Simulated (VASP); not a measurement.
Computed with PBEsol GGA, VASP's PBE PAW potentials (set 64) (plane waves; VASP).

VASP input:

### POSCAR
```
SnTe
1.0
  0.0000000000   3.3765764268   3.3765764268
  3.3765764268   0.0000000000   3.3765764268
  3.3765764268   3.3765764268   0.0000000000
Sn Te
1 1
direct
  0.0000000000   0.0000000000   0.0000000000
  0.2500000000   0.2500000000   0.2500000000
```

File KPOINTS:
```
Automatic mesh
0
Gamma
9 9 9
0 0 0
```

INCAR:
```
SIGMA  =  0.1
GGA  =  PS   ! PBEsol
EDIFF  =  1E-6   ! SCF stop (eV)
EDIFFG  =  -0.02
PREC  =  Accurate
ISIF  =  3   ! ions, shape and volume
LASPH  =  .TRUE.
ISMEAR  =  1   ! Methfessel-Paxton
LMAXMIX  =  4   ! l cut-off of mixed one-centre charges
ENCUT  =  500   ! plane-wave cut-off (eV)
LREAL  =  .FALSE.
LWAVE  =  .FALSE.
NSW  =  40
NELM  =  100   ! most electronic steps
ALGO  =  Normal   ! blocked Davidson
SYSTEM  =  SnTe
LCHARG  =  .FALSE.
IBRION  =  2   ! conjugate gradients
PSTRESS  =  50   ! kbar
```

POTCAR, in this order: Sn_d Te (PBE.64 set). Program: vasp_std.

The run wrote:

OSZICAR:
```
       N       E                     dE             d eps       ncg     rms          rms(c)
DAV:   1     0.120966570095E+03    0.12097E+03   -0.95097E+03   986   0.150E+03
DAV:   2     0.377344605388E+01   -0.11719E+03   -0.11551E+03  1010   0.342E+02
DAV:   3    -0.723176002163E+01   -0.11005E+02   -0.10904E+02  1286   0.994E+01
DAV:   4    -0.753801452315E+01   -0.30625E+00   -0.30619E+00  1108   0.185E+01
DAV:   5    -0.755028323595E+01   -0.12269E-01   -0.12269E-01  1558   0.345E+00    0.779E+00
DAV:   6    -0.747753245889E+01    0.72751E-01   -0.14487E-01  1256   0.267E+00    0.499E+00
DAV:   7    -0.746713413677E+01    0.10398E-01   -0.68199E-02  1130   0.140E+00    0.479E-01
DAV:   8    -0.746610851377E+01    0.10256E-02   -0.83925E-03  1148   0.746E-01    0.282E-01
DAV:   9    -0.746634596244E+01   -0.23745E-03   -0.10892E-03  1094   0.188E-01    0.182E-01
DAV:  10    -0.746632259084E+01    0.23372E-04   -0.63726E-05  1172   0.556E-02    0.928E-02
DAV:  11    -0.746633111659E+01   -0.85258E-05   -0.66888E-05  1052   0.456E-02    0.688E-02
DAV:  12    -0.746633018905E+01    0.92753E-06   -0.57097E-06  1232   0.156E-02
   1 F= -.50635216E+01 E0= -.50635996E+01  d E =-.506352E+01
       N       E                     dE             d eps       ncg     rms          rms(c)
DAV:   1    -0.745871336554E+01    0.76178E-02   -0.10243E-01  1202   0.532E+00    0.412E-01
DAV:   2    -0.745498772768E+01    0.37256E-02   -0.66149E-03  1190   0.143E+00    0.169E-01
DAV:   3    -0.745411180807E+01    0.87592E-03   -0.23092E-03  1214   0.761E-01    0.351E-02
DAV:   4    -0.745407663456E+01    0.35174E-04   -0.10226E-04  1458   0.999E-02    0.435E-02
DAV:   5    -0.745406560136E+01    0.11033E-04   -0.77921E-06  1456   0.249E-02    0.104E-02
DAV:   6    -0.745406580564E+01   -0.20428E-06   -0.16910E-06   550   0.207E-02
   2 F= -.50636958E+01 E0= -.50637663E+01  d E =-.174197E-03
```

**OUTCAR**
```
------------------------ aborting loop because EDIFF is reached ----------------------------------------
  FORCE on cell =-STRESS in cart. coord.  units (eV):
  Direction    XX          YY          ZZ          XY          YZ          ZX
  --------------------------------------------------------------------------------------
  Total        2.4097167      2.4097167      2.4097167      0.0000000      0.0000000     -0.0000000
  in kB       50.4046796     50.4046796     50.4046796      0.0000000      0.0000000     -0.0000000
  external PRESSURE =       0.4046796 kB  Pullay stress =      50.0000000 kB
  volume of cell :       76.60
      direct lattice vectors                 reciprocal lattice vectors
     0.000000000  3.370739854  3.370739854    -0.148335387  0.148335387  0.148335387
     3.370739854  0.000000000  3.370739854     0.148335387 -0.148335387  0.148335387
     3.370739854  3.370739854 -0.000000000     0.148335387  0.148335387 -0.148335387
 POSITION                                       TOTAL-FORCE (eV/Angst)
 -----------------------------------------------------------------------------------
      0.00000      0.00000      0.00000         0.000000     -0.000000     -0.000000
      1.68537      1.68537      1.68537        -0.000000      0.000000      0.000000
 -----------------------------------------------------------------------------------
    total drift:                               -0.000000     -0.000000     -0.000000
  FREE ENERGIE OF THE ION-ELECTRON SYSTEM (eV)
  ---------------------------------------------------
  free  energy   TOTEN  =        -7.4540658056 eV

  energy  without entropy=       -7.4542772415  energy(sigma->0) =       -7.45413628
  enthalpy is  TOTEN    =        -5.0636958285 eV   P V=        2.3903699772

 reached required accuracy - stopping structural energy minimisation
```
(Selected blocks of OUTCAR.)

### CONTCAR
```
SnTe
   1.00000000000000
     0.0000000000000000    3.3707398539687974    3.3707398539687974
     3.3707398539687974    0.0000000000000000    3.3707398539687974
     3.3707398539687974    3.3707398539687974   -0.0000000000000000
  Sn              Te
     1     1
Direct
     0.0000000000000000    0.0000000000000000    0.0000000000000000
     0.2500000000000000    0.2500000000000000    0.2500000000000000
```

The structure was generated: SnTe was put into the zinc blende type (F-43m), which need not be its known phase. This run relaxes it under an external pressure of 5 GPa. Symmetry was kept, so distortions that lower it aren't found.
